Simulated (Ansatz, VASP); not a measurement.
# Cross-check of WC between VASP and Ansatz

Aim: how closely do two programs agree when they are given the same cell, functional and k mesh? The structure shown is the end of the Ansatz relaxation below.

Calculated with Ansatz 0.2.0; plane waves, with VASP 6.6.1 beside it; single point at PBEsol.

### 1. Set-up

It takes space group P-6m2 (No. 187, hexagonal). Conventional cell: a = 2.886 Å, b = 2.886 Å, c = 2.818 Å, α = 90.00°, β = 90.00°, γ = 120.00°. Nearest to W lie 6 C at 2.18 Å. Nearest to C lie 6 W at 2.18 Å. Farther neighbours are not listed.

Coordinates:

```cif
data_structure
_symmetry_space_group_name_H-M 'P-6m2'
_symmetry_Int_Tables_number 187
_cell_length_a 2.8863
_cell_length_b 2.8863
_cell_length_c 2.8181
_cell_angle_alpha 90.000
_cell_angle_beta 90.000
_cell_angle_gamma 120.000
_cell_volume 20.33
loop_
_atom_site_label
_atom_site_type_symbol
_atom_site_symmetry_multiplicity
_atom_site_Wyckoff_symbol
_atom_site_fract_x
_atom_site_fract_y
_atom_site_fract_z
_atom_site_occupancy
W1 W 1 a 0.00000 0.00000 0.00000 1
C1 C 1 f 0.66667 0.33333 0.50000 1
```

### 2. Ansatz: relaxation, PBEsol

Ansatz runs on its PAW soft_1 files.

This run makes the geometry at which the two programs are then compared.

File input.yaml:

```yaml
crystal:
  lattice:
    - [2.8988824196, 0.0, 0.0]
    - [-1.4494412098, 2.5105058179, 0.0]
    - [0.0, 0.0, 2.8273401748]
  atoms:
    - { symbol: W, position: [0.0, 0.0, 0.0] }
    - { symbol: C, position: [0.6666666667, 0.3333333333, 0.5] }
kpoints:
  mp_grid: { grid: [17, 17, 15] }
scf:
  occupations: { method: fermi_dirac, width: 0.05 }
hamiltonian:
  xc: pbesol
  pseudopotentials: { kind: paw, azcp: { folder: soft_1 }, xc_functional: pbe }
basis:
  ecutwfc: 600
output:
  forces: true
  stress: true
relax:
  f_tol: 0.005
  max_steps: 70
  cell: { stress_tol: 0.02, p_target: 5 }
```

Started as:

```bash
$ ansatz run input.yaml --threads 4 --pin off --max-ram 10240MiB --backend cpu --events-out ev --progress --plain --runs-dir out
```

Numbers of over 12 decimals in the logs are rounded to 6 here.

The program printed:

```text
Engine: ansatz 0.2.0, aarch64-unknown-linux-gnu
Pseudopotentials: kind: paw
Pseudopotential: W, paw, valence charge 14, recommended cutoff 420 eV (normal), soft_1/W.paw.azcp
Pseudopotential: C, paw, valence charge 4, recommended cutoff 420 eV (normal), soft_1/C.paw.azcp
Functional definition: PBEsol
  exchange = pbesol_x
  correlation = pbesol_c
Crystal: 2 atoms, lattice volume = 20.576 Å³
Basis set: ecut = 600 eV, 677 PW (Γ), exchange–correlation on 48×48×48 points (8 copies of the dense FFT grid, shifted against one another)
Bands: 13, of which v1, the nominal top of the filled ones, is band 9 counted from 1 (8 counted from 0)
Symmetry: 12 space group operations
Space group: P-6m2 (ITA 187), of the structure as read, at distance tolerance 2.7e-5 Å
k-points: 264 of 4335 (time reversal used)
Non-local potential: W, projectors of the file, l = 0: 3, l = 1: 2, l = 2: 2, l = 3: 1
Non-local potential: C, projectors of the file, l = 0: 2, l = 1: 2, l = 2: 1
PAW form: soft (Blöchl's): semilocal exchange-correlation on the pseudo side does not see the compensation charge
PAW frozen core: W, regenerated for the run's functional, and the local potential with it (the file was generated under x = pbe(κ = 0.804, μ = 0.219515), c = pbe(β = 0.066725))
PAW frozen core: C, regenerated for the run's functional, and the local potential with it (the file was generated under x = pbe(κ = 0.804, μ = 0.219515), c = pbe(β = 0.066725))
PAW one-centre angular grid: W, 590 points (default); XC on 64 Gauss nodes
PAW one-centre angular grid: C, 110 points (default); XC on 64 Gauss nodes
Initial density: superposition of atomic densities (chi_scale 0.1, normalization cell, long waves kept (reshape's long-wave potential 0.00 eV rms))
Initial wavefunctions: pseudopotential atomic-orbital guess
Functional: x = pbesol(κ = 0.804, μ = 0.123457), c = pbesol(β = 0.046)
SCF iter   1: F=—  HF=-10505.943086 eV  |F-HF|=—  |Δ(HF+E_count)|=         —  Δρ=1.30e-1  dr2=4.67e0  ethr=3.10e-3  ⟨swp⟩=5.7  Hψ=16891  notcnv=0
preconditioner: auto → none  [metal: Δε(μ)=0.091 eV  Ē_g=10.867 eV  σ=0.050 eV  W_gap=0.40  n_scr=8 (ndim 8)  ℏωp=25.9 eV  f_vac=0.000  D(μ)=0.16/eV (n_scr^D=0)  sad-step TF]
SCF iter   2: F=—  HF=-10505.370017 eV  |F-HF|=—  |Δ(HF+E_count)|=   5.73e-1  Δρ=9.21e-2  dr2=2.42e0  ethr=3.10e-3  ⟨swp⟩=2.0  Hψ=6589  notcnv=0
SCF iter   3: F=—  HF=-10504.753706 eV  |F-HF|=—  |Δ(HF+E_count)|=   6.16e-1  Δρ=9.13e-3  dr2=1.96e-2  ethr=3.10e-3  ⟨swp⟩=2.3  Hψ=5953  notcnv=0  defer=1
SCF iter   4: F=—  HF=-10504.751444 eV  |F-HF|=—  |Δ(HF+E_count)|=   2.26e-3  Δρ=9.75e-4  dr2=8.72e-5  ethr=1.09e-4  ⟨swp⟩=2.0  Hψ=6339  notcnv=0
SCF iter   5: F=—  HF=-10504.751523 eV  |F-HF|=—  |Δ(HF+E_count)|=   7.91e-5  Δρ=1.76e-4  dr2=2.93e-6  ethr=4.84e-7  ⟨swp⟩=2.1  Hψ=5498  notcnv=0
SCF iter   6: F=—  HF=-10504.751523 eV  |F-HF|=—  |Δ(HF+E_count)|=   1.53e-8  Δρ=2.95e-5  dr2=1.08e-7  ethr=5.56e-10  ⟨swp⟩=5.0  Hψ=12910  notcnv=0
SCF iter   7: F=-10504.751523 eV  HF=-10504.751523 eV  |F-HF|=8.19e-10  |Δ(HF+E_count)|=   2.52e-8  Δρ=4.17e-6  dr2=1.91e-9  ethr=5.56e-10  ⟨swp⟩=4.2  Hψ=10609  notcnv=0
SCF 1 converged in 7 iterations: F = -10504.751523 eV  dr2 = 1.91e-9
  greatest PAW one-centre occupation: 0.999 electrons in one spin orbital (limit 2), on the W atom at site 0 (counted from 0), in its partial waves of l = 0
relax step   1: F+E_penalty+E_count = -10504.75152293 eV  Δ(F+E_penalty+E_count) = +0.000e0 eV  max|allowed force component| = 5.551e-17 eV/Å  Δτ_max = 0.0000 Å  P = -0.000 GPa  Ω = 20.576 Å³  (7 SCF iters, dr2 threshold 1.00e-7 eV, accepted)
[...]
relax step   2: F+E_penalty+E_count = -10504.74039510 eV  Δ(F+E_penalty+E_count) = +1.113e-2 eV  max|allowed force component| = 2.035e-16 eV/Å  Δτ_max = 0.0000 Å  P = +8.159 GPa  Ω = 20.174 Å³  energy of the carried Pulay correction = +4.522e-5 eV  (6 SCF iters, dr2 threshold 2.00e-7 eV, accepted)
[...]
relax step   3: F+E_penalty+E_count = -10504.74764753 eV  Δ(F+E_penalty+E_count) = -7.252e-3 eV  max|allowed force component| = 1.295e-16 eV/Å  Δτ_max = 0.0000 Å  P = +5.105 GPa  Ω = 20.329 Å³  energy of the carried Pulay correction = +2.799e-5 eV  (6 SCF iters, dr2 threshold 2.00e-7 eV, accepted)
[...]
relax step   4: F+E_penalty+E_count = -10504.74777905 eV  Δ(F+E_penalty+E_count) = -1.315e-4 eV  max|allowed force component| = 1.295e-16 eV/Å  Δτ_max = 0.0000 Å  P = +4.993 GPa  Ω = 20.332 Å³  energy of the carried Pulay correction = +2.757e-5 eV  (6 SCF iters, dr2 threshold 2.00e-7 eV, accepted)
[...]
relax step   5: F+E_penalty+E_count = -10504.74775158 eV  Δ(F+E_penalty+E_count) = +2.746e-5 eV  max|allowed force component| = 1.295e-16 eV/Å  Δτ_max = 0.0000 Å  P = +4.992 GPa  Ω = 20.332 Å³  stress off target by 1.16e-2 GPa  SCF on the basis re-selected at this cell (its energy is not comparable with the rows above)  (8 SCF iters)
basis re-selected at this cell: Δ(F+E_penalty+E_count) = +2.746e-5 eV, ΔP = -0.000 GPa vs the last step (what re-selecting the basis moved, of the pressure what is left beyond the Pulay correction that the steps carried, after the strain that the cell walked since its last selection, with what the two solves' SCF thresholds leave and, on support functions, any second-order correction that the steps lacked; it is no m [...]
SCF converged after 8 iterations
Free energy (F): -10504.747752 eV
Harris-Foulkes:  -10504.747752 eV  (|F-HF|=7.28e-12)
Internal energy: -10504.745597 eV  (E = F + TS)
E sigma→0 (E₀):  -10504.746674 eV
Entropy (-TS):   -0.002155 eV (-1.077 meV/atom)
Fermi energy:    20.750202 eV
--- Per-component energies (eV) ---
  E_band       = -54.978508
  E_kinetic    = 510.959295
  E_local      = -588.962319  (includes V_loc(G=0)·N_el)
  E_nonlocal   = -0.044027
  E_hartree    = 243.080230
  E_xc         = -314.381272
  E_vxc        = -291.234441  (∫ρ·V_xc dr)
  E_paw        = -8547.065420  (= ΣΔE_a)
  E_vpaw       = -171.857512  (= ΣTr[D̂ρ^β])
  E_aug_tail   = 0.000036  (compensation charges beyond the density's cutoff)
  E_ewald      = -1808.575078
  E_core_change = 0.242958  (= ΣΔE_core)
  E_smearing   = -0.002155  (= −TS)
  E_closure    = -0.000000  (closes the sum)
  Σ components = -10504.747752   (vs F -10504.747752, Δ=0.00e0)
--- Forces (eV/Å), atoms counted from 1 ---
  atom   1  W     -0.00000000     0.00000000     0.00000000
  atom   2  C      0.00000000     0.00000000     0.00000000
  max |Σ_I F_I| component: 3.33e-16 eV/Å
--- Stress (GPa, compression-positive) ---
        4.994092      -0.000000       0.000000
       -0.000000       4.994092       0.000000
        0.000000       0.000000       4.988390
  P = ⅓ Tr σ = 4.9922 GPa (49.922 kbar)
--- Relaxed structure (4 steps of the walk, 4 accepted, 1 SCFs on fresh bases) ---
  F+E_penalty+E_count = -10504.74775158 eV   max|allowed force component| = 1.295e-16 eV/Å   (the final SCF, on the basis selected at the relaxed cell)
  cell:  # Å, volume = 20.3318 Å³
    - [2.886322, 0, 0.0]
    - [-1.443161, 2.499628, 0.0]
    - [0.0, 0.0, 2.818095]
  atoms:
    - { symbol: W, position: [-3.700743415524895e-17, 0, 0.0] }
    - { symbol: C, position: [0.666667, 0.333333, 0.5] }
```

### 3. VASP: single point, PBEsol, pair 1

The same cell, functional, mesh and smearing now go to VASP, with its own data sets.

Lines of VASP's logs that name or quote its potential files are left out, and so is its time.

File INCAR:

```
SYSTEM = WC
PREC = Accurate
ENCUT = 600
EDIFF = 1E-06
NELM = 120
ISMEAR = -1
SIGMA = 0.05
LREAL = .FALSE.
ALGO = Normal
GGA = PS
NBANDS = 11
LASPH = .TRUE.
LORBIT = 11
LWAVE = .FALSE.
LCHARG = .FALSE.
ISIF = 2
GGA_COMPAT = .FALSE.
KPAR = 2
```

File POSCAR:

```
WC
1.0
    2.8863223651      0.0000000000      0.0000000000
   -1.4431611825      2.4996284917      0.0000000000
    0.0000000000      0.0000000000      2.8180952666
W C
1 1
Direct
    0.0000000000      0.0000000000      0.0000000000
    0.6666666667      0.3333333333      0.5000000000
```

File KPOINTS:

```
Automatic mesh
0
Gamma
17 17 15
0 0 0
```

PAW data sets: W and C (PBE family, release 64).

Started as:

```bash
$ mpirun -np 2 vasp_std
```

The program printed:

```text
[banner, memory and clock lines left out]
running    2 mpi-ranks, on    1 nodes
 distrk:  each k-point on    1 cores,    2 groups
 distr:  one band on    1 cores,    1 groups

 POSCAR found type information on POSCAR W C
 POSCAR found :  2 types and       2 ions
|                                                                             |
|               ----> ADVICE to this user running VASP <----                  |
|                                                                             |
|     You enforced a specific xc type in the INCAR file but a different       |
|     [... a line on the potential file left out ...]
|     I HOPE YOU KNOW WHAT YOU ARE DOING!                                     |
|                                                                             |

 LDA part: xc-table for (Slater+PW92), standard interpolation
 POSCAR, INCAR and KPOINTS ok, starting setup
 FFT: planning ... GRIDC
 FFT: planning ... GRID_SOFT
 FFT: planning ... GRID
 WAVECAR not read
 entering main loop
       N       E                     dE             d eps       ncg     rms          rms(c)
DAV:   1     0.276749722821E+02    0.27675E+02   -0.54727E+03  5808   0.928E+02
DAV:   2    -0.247499072097E+02   -0.52425E+02   -0.49861E+02  6728   0.215E+02
DAV:   3    -0.269343742687E+02   -0.21845E+01   -0.21581E+01  7229   0.363E+01
DAV:   4    -0.269495911232E+02   -0.15217E-01   -0.15210E-01  6366   0.348E+00
DAV:   5    -0.269496547539E+02   -0.63631E-04   -0.63630E-04  7036   0.227E-01    0.358E+01
DAV:   6    -0.241030626930E+02    0.28466E+01   -0.12412E+01  6881   0.217E+01    0.122E+01
DAV:   7    -0.240268216912E+02    0.76241E-01   -0.59024E-01  5967   0.616E+00    0.856E+00
DAV:   8    -0.239857640675E+02    0.41058E-01   -0.97491E-02  6374   0.230E+00    0.199E+00
DAV:   9    -0.239805123436E+02    0.52517E-02   -0.13970E-02  6252   0.759E-01    0.137E-01
DAV:  10    -0.239804497096E+02    0.62634E-04   -0.80559E-04  6801   0.246E-01    0.175E-01
DAV:  11    -0.239804378742E+02    0.11835E-04   -0.81379E-05  6904   0.635E-02    0.893E-03
DAV:  12    -0.239804353166E+02    0.25576E-05   -0.46502E-06  5974   0.145E-02    0.107E-02
DAV:  13    -0.239804353611E+02   -0.44512E-07   -0.28753E-07  3069   0.553E-03
   1 F= -.23980435E+02 E0= -.23979293E+02  d E =-.228391E-02
```

From OUTCAR (step 3):

```text
ion  position               nearest neighbor table
   1  0.000  0.000  0.000-   2 2.18   2 2.18   2 2.18   2 2.18   2 2.18   2 2.18
   2  0.667  0.333  0.500-   1 2.18   1 2.18   1 2.18   1 2.18   1 2.18   1 2.18

  LATTYP: Found a hexagonal cell.
 ALAT       =     2.8863223651
 C/A-ratio  =     0.9763619271

 Subroutine GETGRP returns: Found 12 space group operations
 (whereof 12 operations were pure point group operations)

The static configuration has the point symmetry D_3h.

 Found    264 irreducible k-points:

   k-points           NKPTS =    264   k-points in BZ     NKDIM =    264   number of bands    NBANDS=     11

   dimension x,y,z NGX =    24 NGY =   24 NGZ =   24
   dimension x,y,z NGXF=    48 NGYF=   48 NGZF=   48

   ENCUT  =  600.0 eV  44.10 Ry    6.64 a.u.   5.76  5.76  5.63*2*pi/ulx,y,z

   NELECT =      10.0000    total number of electrons

 k-points in reciprocal lattice and weights: Automatic mesh
   0.00000000  0.00000000  0.00000000       0.000
   0.05882353  0.00000000  0.00000000       0.001
   0.11764706 -0.00000000  0.00000000       0.001
   0.17647059 -0.00000000  0.00000000       0.001
   0.23529412 -0.00000000  0.00000000       0.001
   0.29411765  0.00000000  0.00000000       0.001
   0.35294118 -0.00000000  0.00000000       0.001
   0.41176471  0.00000000  0.00000000       0.001
   0.47058824 -0.00000000  0.00000000       0.001
[...]
0.29411765  0.29411765  0.46666667       0.003
   0.35294118  0.29411765  0.46666667       0.003

 average (electrostatic) potential at core
       1 -36.7550       2 -46.0487

 E-fermi :   8.3783

 k-point     1 :       0.0000    0.0000    0.0000
  band No.  band energies     occupation
      1      -6.1684      2.00000
      2       3.9589      2.00000
      3       4.9980      2.00000
      4       4.9980      2.00000
      5       8.5741      0.03909
      6      11.6975      0.00000
      7      11.6975      0.00000
      8      14.2108      0.00000
      9      14.2108      0.00000
    ...

 k-point     2 :       0.0588    0.0000    0.0000
  band No.  band energies     occupation
      1      -6.0785      2.00000
      2       3.9934      2.00000
      3       4.8640      2.00000
      4       5.0868      2.00000
      5       8.2710      1.79065
      6      11.6632      0.00000
      7      12.0310      0.00000
      8      14.0168      0.00000
      9      14.1437      0.00000
     10      15.4034      0.00000
    ...

 k-point     3 :       0.1176   -0.0000    0.0000
  band No.  band energies     occupation
      1      -5.8155      2.00000
      2       3.9500      2.00000
      3       4.6592      2.00000
      4       5.3458      2.00000
      5       7.6140      2.00000
      6      11.5661      0.00000
      7      12.7661      0.00000
      8      13.5154      0.00000
      9      13.9630      0.00000
     10      16.1442      0.00000
    ...

  Total        0.5679584      0.5679584      0.6307946      0.0000000      0.0000000      0.0000000
  in kB       44.7559857     44.7559857     49.7075758      0.0000000      0.0000000      0.0000000
  external PRESSURE =      46.4065158 kB  Pullay stress =       0.0000000 kB

  energy-cutoff  :      600.00
  volume of cell :       20.33
      direct lattice vectors                 reciprocal lattice vectors
     2.886322365  0.000000000  0.000000000     0.346461647  0.200029725  0.000000000
    -1.443161182  2.499628492  0.000000000     0.000000000  0.400059450  0.000000000
     0.000000000  0.000000000  2.818095267     0.000000000  0.000000000  0.354849608

 POSITION                                       TOTAL-FORCE (eV/Angst)
 -----------------------------------------------------------------------------------
      0.00000      0.00000      0.00000         0.000000      0.000000      0.000000
      1.44316      0.83321      1.40905        -0.000000     -0.000000      0.000000
 -----------------------------------------------------------------------------------
    total drift:                               -0.000000      0.000000      0.000000

  FREE ENERGIE OF THE ION-ELECTRON SYSTEM (eV)
  ---------------------------------------------------
  free  energy   TOTEN  =       -23.9804353611 eV

  energy  without entropy=      -23.9781514498  energy(sigma->0) =      -23.97929341

 total charge
# of ion       s       p       d       tot
------------------------------------------
    1        0.636   0.911   4.439   5.987
    2        0.850   1.576   0.000   2.426
--------------------------------------------------
tot          1.486   2.487   4.439   8.413

[... 3 further parts left out ...]
```

The run ends at a pressure of 4.64 GPa.

### 4. Side by side

Known differences besides the potentials themselves: the data sets hold 18 valence electrons in Ansatz (on its PAW soft_1 files) and 10 in VASP; Ansatz makes its cores anew for this functional, VASP keeps those of its PBE data sets; Ansatz's pressure holds a Pulay correction, VASP's none. Total energies have different zeros and are not compared.

The two programs side by side:

| quantity | Ansatz | VASP | difference |
| --- | --- | --- | --- |
| pressure (GPa) | 4.99 | 4.64 | +0.35 |

### 5. Ansatz: relaxation, PBEsol

This run makes the geometry at which the two programs are then compared. The cell compared in this pair holds 20.78 Å³, against 20.33 Å³ for the pair before.

The structure compared here is the end of the Ansatz relaxation.

Changes to input.yaml since step 2:

```diff
@@ -20,2 +20,6 @@
   stress: true
+  write_density: true
+  write_potential: true
+  elf: true
+  volumetric_format: npy
 relax:
@@ -23,2 +27,2 @@
   max_steps: 70
-  cell: { stress_tol: 0.02, p_target: 5 }
+  cell: { stress_tol: 0.02, p_target: -4 }
```

Started as:

```bash
$ ansatz run input.yaml --threads 4 --pin off --max-ram 10240MiB --backend cpu --events-out ev --progress --plain --runs-dir out
```

The program printed:

```text
[...]
Crystal: 2 atoms, lattice volume = 20.576 Å³
Basis set: ecut = 600 eV, 677 PW (Γ), exchange–correlation on 48×48×48 points (8 copies of the dense FFT grid, shifted against one another)
Bands: 13, of which v1, the nominal top of the filled ones, is band 9 counted from 1 (8 counted from 0)
Symmetry: 12 space group operations
[...]
k-points: 264 of 4335 (time reversal used)
[...]
k-point 263: bands = [... 5 lower, 13.1062, 14.8452, 18.5672, 19.5958, 24.6705, 26.6387, 27.7021, 29.4477]
--- Relaxed structure (4 steps of the walk, 4 accepted, 1 SCFs on fresh bases) ---
[...]
cell:  # Å, volume = 20.7839 Å³
    - [2.909468, 0, 0.0]
    - [-1.454734, 2.519673, 0.0]
    - [0.0, 0.0, 2.835101]
  atoms:
    - { symbol: W, position: [-3.7007434155248937e-17, 0, 0.0] }
    - { symbol: C, position: [0.666667, 0.333333, 0.5] }
[key lines of the parts left out:]
SCF converged after 8 iterations
Free energy (F): -10504.748912 eV
Fermi energy:    20.230570 eV
P = ⅓ Tr σ = -3.9965 GPa (-39.965 kbar)
```

### 6. VASP: single point, PBEsol, pair 2

The same cell, functional, mesh and smearing now go to VASP, with its own data sets.

INCAR is that of step 3.

File POSCAR:

```
WC
1.0
    2.9094676838      0.0000000000      0.0000000000
   -1.4547338419      2.5196729257      0.0000000000
    0.0000000000      0.0000000000      2.8351010331
W C
1 1
Direct
    0.0000000000      0.0000000000      0.0000000000
    0.6666666667      0.3333333333      0.5000000000
```

KPOINTS is that of step 3.

Started as:

```bash
$ mpirun -np 2 vasp_std
```

The program printed:

```text
[banner, memory and clock lines left out]
running    2 mpi-ranks, on    1 nodes
[...]
[... a notice as in an earlier step ...]

 LDA part: xc-table for (Slater+PW92), standard interpolation
 POSCAR, INCAR and KPOINTS ok, starting setup
[...]
entering main loop
       N       E                     dE             d eps       ncg     rms          rms(c)
DAV:   1     0.274551550173E+02    0.27455E+02   -0.54700E+03  5808   0.926E+02
DAV:   2    -0.247808118768E+02   -0.52236E+02   -0.49850E+02  6730   0.214E+02
DAV:   3    -0.269437339310E+02   -0.21629E+01   -0.21369E+01  7157   0.362E+01
DAV:   4    -0.269592752544E+02   -0.15541E-01   -0.15537E-01  6435   0.351E+00
[...]
DAV:  11    -0.239805121825E+02    0.12821E-04   -0.79712E-05  6869   0.621E-02    0.686E-03
DAV:  12    -0.239805096472E+02    0.25353E-05   -0.46235E-06  6120   0.143E-02    0.138E-02
DAV:  13    -0.239805096829E+02   -0.35723E-07   -0.49855E-07  3102   0.648E-03
   1 F= -.23980510E+02 E0= -.23979291E+02  d E =-.243741E-02
```

[end of part 1 of 2]

[Lines on the potential files, build, host, timing and source positions are cut from VASP's logs without a mark.]

[Logs are printed without paths, hosts, clocks, repeated set-up lines and the standing remarks that a program may print on its own settings, such as how far it seeks lower states.]

[Hosts, paths, dates, database ids (printed as entryN), source tags and the programs' standing remarks are cut or masked in the printed files.]
